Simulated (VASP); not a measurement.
Consider the following.

```
ZrS2
1.0
    1.83000    -3.16965     0.00000
    1.83000     3.16965     0.00000
    0.00000     0.00000     5.82000
Zr S
1 2
Direct
  0.00000   0.00000   0.00000
  0.33333   0.66667   0.25000
  0.66667   0.33333   0.75000
```

Calculation: PBE GGA, VASP's PBE PAW potentials (set 64) (plane waves; VASP 6.6.1). Settings: 400 eV cut-off, KSPACING 0.25 per Å, Gaussian smearing of 0.050 eV, potentials Zr_sv S.

### Question
What does the run give for the energy per atom (σ→0), pressure?

### Answer

| Quantity | Result |
|---|---|
| energy per atom (σ→0) | -7.132 eV/atom |
| pressure | 1.41 GPa |

The compound is ZrS2 in the 1T layered structure. The cell was not relaxed at this level. The run is one of a series of settings (KGAMMA = .FALSE., KSPACING = 0.25, KPOINTS file removed against the base run), some of them coarse on purpose.
